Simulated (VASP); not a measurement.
A run of VASP 6.6.1:

File INCAR:

```
PREC     = Accurate       # precision mode
ENCUT    = 600            # plane-wave cutoff, eV
EDIFF    = 1E-6           # SCF threshold, eV
ISMEAR   = 0              # smearing method
SIGMA    = 0.03           # smearing width, eV
LREAL    = F              # projectors in reciprocal space
LASPH    = T              # aspherical terms in the spheres
NELM     = 80             # most SCF steps
ALGO     = Normal         # electronic algorithm
ISIF     = 3              # what is computed and relaxed
LWAVE    = F              # write WAVECAR
LCHARG   = F              # write CHGCAR
GGA      = PS             # functional
IBRION   = 2              # ionic algorithm
NSW      = 90             # ionic steps
EDIFFG   = -0.01          # ionic threshold
KPAR     = 2
```

Contents of KPOINTS:

```
Automatic mesh
0
Gamma
  8 8 4
```

POSCAR

```
LaBiS2O
1.0
    4.0554970000      0.0000000000      0.0000000000
    0.0000000000      4.0554970000      0.0000000000
    0.0000000000      0.0000000000     14.1732650000
La Bi S O
2 2 4 2
Direct
    0.5000000000      0.0000000000      0.5877420000
    0.0000000000      0.5000000000      0.4122580000
    0.0000000000      0.5000000000      0.8677750000
    0.5000000000      0.0000000000      0.1322250000
    0.5000000000      0.0000000000      0.8900200000
    0.0000000000      0.5000000000      0.1099800000
    0.0000000000      0.5000000000      0.6902010000
    0.5000000000      0.0000000000      0.3097990000
    0.0000000000      0.0000000000      0.5000000000
    0.5000000000      0.5000000000      0.5000000000
```

Potentials or basis: VASP PAW PBE potentials, release 64 (La, Bi_d, S, O).

Run with:

```bash
$ cat potpaw_PBE.64/La/POTCAR potpaw_PBE.64/Bi_d/POTCAR potpaw_PBE.64/S/POTCAR potpaw_PBE.64/O/POTCAR > POTCAR
$ mpirun -np 2 vasp_std > vasp.out
```

Hardware: 2 MPI ranks on Intel(R) Xeon(R) 6975P-C (Granite Rapids), on a shared host.

Problem. Estimate the wall time of this run.

Solution. It took 55 min on 2 MPI ranks on Intel(R) Xeon(R) 6975P-C (Granite Rapids), on a shared host, peak memory 0.8 GiB a rank. Counts: scf iterations 157, k points 45, ion steps 20.
